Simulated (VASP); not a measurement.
Here is the system:

```xyz
2
Lattice="3.0033 0.0000 0.0000 0.0000 3.0033 0.0000 0.0000 0.0000 3.0033" Properties=species:S:1:pos:R:3 pbc="T T T"
Al     1.5017     1.5017     1.5017
Ru     0.0000     0.0000     0.0000
```

Computed with PBE GGA, VASP's PBE PAW potentials (set 64) (plane waves; VASP). Settings: 520 eV cut-off, 12×12×12 Γ-centred mesh, first-order Methfessel-Paxton smearing of 0.10 eV, potentials Al Ru_pv.

Question: Give the energy at these volumes per atom, relative to the lowest: 12.74, 13.15, 13.55, 13.96, 14.36 Å³.

Answer: 34.1, 7.9, 0.0, 7.6, 28.5 meV/atom. A third-order Birch-Murnaghan fit gives B0 = 204 GPa and B0′ = 4.4.

The compound is RuAl in the CsCl type structure. It was relaxed first.
